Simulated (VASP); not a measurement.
Data:

```
Bi
1.0
    4.09533    -2.26668    -0.01836
    4.09533     2.26668    -0.01836
    2.85747     0.00000     3.70739
Bi
2
Cartesian
  2.61814   0.00000   0.86986
  8.43000   0.00000   2.80082
```

Method: PBE GGA with D3 dispersion (Becke-Johnson damping), VASP's PBE PAW potentials (set 64) (plane waves; VASP). Numerical set-up: 520 eV cut-off, 11×11×11 Γ-centred mesh, tetrahedra with Blöchl corrections, potentials Bi_d.

Unless said otherwise, spin-orbit coupling is left out, though it shifts the bands of the heavy elements here.

Task: What does the run give for the energy per atom (σ→0), band gap (on the k-mesh) with the smallest direct gap where there is one?

Result: 
```
Quantity                                                     Value
------------------------  ----------------------------------------
band gap (on the k-mesh)  none (metal, semimetal or under 0.01 eV)
energy per atom (σ→0)                       -418.3 kJ/mol of atoms
```

Total energies compare only between runs with the same potentials, cut-off and functional.

The compound is Bi in the a7 structure. It was relaxed first.
